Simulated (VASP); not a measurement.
Level of theory: PBE GGA, VASP's PBE PAW potentials (set 64) (plane waves; VASP).

VASP ran on this input.

File POSCAR:
```
MgSe
1
    0.0000000000     8.2554989619     8.2554989619
    8.2554989619     0.0000000000     8.2554989619
    8.2554989619     8.2554989619     0.0000000000
Mg Se
27 27
Direct
  0.0000000000   0.0000000000   0.0000000000
  0.0000000000   0.0000000000   0.3333333333
  0.0000000000   0.0000000000   0.6666666667
  0.0000000000   0.3333333333   0.0000000000
  0.0000000000   0.3333333333   0.3333333333
  0.0000000000   0.3333333333   0.6666666667
  0.0000000000   0.6666666667   0.0000000000
  0.0000000000   0.6666666667   0.3333333333
  0.0000000000   0.6666666667   0.6666666667
  0.3333333333   0.0000000000   0.0000000000
  0.3333333333   0.0000000000   0.3333333333
  0.3333333333   0.0000000000   0.6666666667
  0.3333333333   0.3333333333   0.0000000000
  0.3333333333   0.3333333333   0.3333333333
  0.3333333333   0.3333333333   0.6666666667
  0.3333333333   0.6666666667   0.0000000000
  0.3333333333   0.6666666667   0.3333333333
  0.3333333333   0.6666666667   0.6666666667
  0.6666666667   0.0000000000   0.0000000000
  0.6666666667   0.0000000000   0.3333333333
  0.6666666667   0.0000000000   0.6666666667
  0.6666666667   0.3333333333   0.0000000000
  0.6666666667   0.3333333333   0.3333333333
  0.6666666667   0.3333333333   0.6666666667
  0.6666666667   0.6666666667   0.0000000000
  0.6666666667   0.6666666667   0.3333333333
  0.6666666667   0.6666666667   0.6666666667
  0.1666666667   0.1666666667   0.1666666667
  0.1666666667   0.1666666667   0.5000000000
  0.1666666667   0.1666666667   0.8333333333
  0.1666666667   0.5000000000   0.1666666667
  0.1666666667   0.5000000000   0.5000000000
  0.1666666667   0.5000000000   0.8333333333
  0.1666666667   0.8333333333   0.1666666667
  0.1666666667   0.8333333333   0.5000000000
  0.1666666667   0.8333333333   0.8333333333
  0.5000000000   0.1666666667   0.1666666667
  0.5000000000   0.1666666667   0.5000000000
  0.5000000000   0.1666666667   0.8333333333
  0.5000000000   0.5000000000   0.1666666667
  0.5000000000   0.5000000000   0.5000000000
  0.5000000000   0.5000000000   0.8333333333
  0.5000000000   0.8333333333   0.1666666667
  0.5000000000   0.8333333333   0.5000000000
  0.5000000000   0.8333333333   0.8333333333
  0.8333333333   0.1666666667   0.1666666667
  0.8333333333   0.1666666667   0.5000000000
  0.8333333333   0.1666666667   0.8333333333
  0.8333333333   0.5000000000   0.1666666667
  0.8333333333   0.5000000000   0.5000000000
  0.8333333333   0.5000000000   0.8333333333
  0.8333333333   0.8333333333   0.1666666667
  0.8333333333   0.8333333333   0.5000000000
  0.8333333333   0.8333333333   0.8333333333
```

File KPOINTS:
```
Automatic mesh
0
Gamma
2 2 2
0 0 0
```

QPOINTS:
```
k-points along high-symmetry lines
13
Line-mode
Cartesian
  0.000000   0.000000   0.000000 ! GAMMA
  0.000000   0.181697   0.000000 ! X

  0.000000   0.181697   0.000000 ! X
  0.045424   0.181697   0.045424 ! U

  0.136273   0.136273  -0.000000 ! K
  0.000000   0.000000   0.000000 ! GAMMA

  0.000000   0.000000   0.000000 ! GAMMA
  0.090849   0.090849   0.090849 ! L

  0.090849   0.090849   0.090849 ! L
  0.090849   0.181697  -0.000000 ! W

  0.090849   0.181697  -0.000000 ! W
  0.000000   0.181697   0.000000 ! X
```

INCAR:
```
SYSTEM = MgSe
PREC = Accurate
ENCUT = 400
EDIFF = 1E-7
NELM = 100
ALGO = Normal
LREAL = .FALSE.
LASPH = .TRUE.
ISMEAR = 0
SIGMA = 0.05
GGA = PE
LMAXMIX = 4
LWAVE = .FALSE.
LCHARG = .FALSE.
IBRION = 6
NFREE = 2
POTIM = 0.015
NSW = 1
ISIF = 2
LPHON_DISPERSION = .TRUE.
```

POTCAR, in this order: Mg Se (PBE.64 set). Program: vasp_std.

**Question.** What will the output report for the number of irreducible k-points (NKPTS), largest plane-wave count, number of space-group operations, FFT grid (NGX, NGY, NGZ)?

**Answer.** 
The number of irreducible k-points (NKPTS) is 3 and the largest plane-wave count is 20462. The number of space-group operations is 48 and the FFT grid (NGX, NGY, NGZ) comes out as 80 × 80 × 80.

The cell is a supercell, built from MgSe (rock salt).
